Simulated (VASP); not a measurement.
## VSn7O16 (a cell with a defect): single point with PBEsol+U

VSn7O16 (a cell with a defect):

```
CELL_PARAMETERS angstrom
9.47470 0.00000 0.00000
4.73735 4.73735 0.00000
4.73735 0.00000 6.37280
ATOMIC_POSITIONS crystal
V 0.00000 0.00000 0.00000
Sn 0.25000 0.00000 0.50000
Sn 0.50000 0.00000 0.00000
Sn 0.75000 0.00000 0.50000
Sn 0.87500 0.50000 0.25000
Sn 0.12500 0.50000 0.75000
Sn 0.37500 0.50000 0.25000
Sn 0.62500 0.50000 0.75000
O 0.00000 0.30562 0.00000
O 0.25000 0.30562 0.50000
O 0.50000 0.30562 0.00000
O 0.75000 0.30562 0.50000
O 0.56938 0.80562 0.25000
O 0.81938 0.80562 0.75000
O 0.06938 0.80562 0.25000
O 0.31938 0.80562 0.75000
O 0.00000 0.69438 0.00000
O 0.25000 0.69438 0.50000
O 0.50000 0.69438 0.00000
O 0.75000 0.69438 0.50000
O 0.18062 0.19438 0.25000
O 0.43062 0.19438 0.75000
O 0.68062 0.19438 0.25000
O 0.93062 0.19438 0.75000
```

| Property | Result |
| --- | --- |
| Program | VASP 6.6.1 |
| Task | single point |
| Functional | PBEsol |
| Potentials or basis | VASP PAW PBE potentials, release 64 (V_sv, Sn_d, O) |
| Cutoff | 450 eV |
| k mesh | 3 × 3 × 2 |
| Occupations | gaussian, width 0.03 eV |
| Spin | collinear spin, ferromagnetic start |
| Starting moments | [1.0, 0.0, 0.0, 0.0, 0.0, 0.0, 0.0, 0.0, 0.0, 0.0, 0.0, 0.0, 0.0, 0.0, 0.0, 0.0, 0.0, 0.0, 0.0, 0.0, 0.0, 0.0, 0.0, 0.0] μB |
| Fixed moment | 1 μB |
| Hubbard terms | V d U = 3 eV |

The largest force is 1.941 eV/Å. The net moment is 1.00 μB per cell, the site moments are V +1.11; Sn +0.01, +0.00; O -0.03, +0.00, -0.00 μB and the valence electrons inside the program's atomic spheres are V 11.07; Sn 12.39; O 5.03, 5.07.

Forces in eV/Å, atoms in the order of the input:
```
V    0.000  0.000  0.000
Sn   0.000  0.000  0.240
Sn   0.000  0.000  0.000
Sn   0.000  0.000 -0.240
Sn   0.000  0.000  0.208
Sn   0.000  0.000 -0.208
Sn   0.000  0.000 -0.210
Sn   0.000  0.000  0.210
O   -1.373 -1.373  0.000
O    0.004  0.004  0.048
O   -0.053 -0.053  0.000
O    0.004  0.004 -0.048
O    0.042 -0.042 -0.046
O    0.042 -0.042  0.046
O   -0.786  0.786 -1.222
O   -0.786  0.786  1.222
O    1.373  1.373  0.000
O   -0.004 -0.004  0.048
O    0.053  0.053  0.000
O   -0.004 -0.004 -0.048
O   -0.042  0.042 -0.046
O   -0.042  0.042  0.046
O    0.786 -0.786 -1.222
O    0.786 -0.786  1.222
```

Eigenvalues of the final occupation matrices:
```tsv
site	spin	trace	eigenvalues
site 1 d	1	1.86	0.17 0.17 0.28 0.31 0.92
site 1 d	2	0.77	0.04 0.11 0.11 0.24 0.26
```

Wall time 5 min on 4 MPI ranks on Intel(R) Xeon(R) 6975P-C (Granite Rapids), with other jobs on the host, peak memory 0.83 GiB a rank.

Caveat: the k mesh is coarse (spacing up to 0.49 Å⁻¹), so the values aren't converged; the PAW data sets were made with another functional, which shifts forces and pressure a little; the total moment is fixed, so each spin has its own Fermi level. The state reached can hang on the start; a lower one may exist.
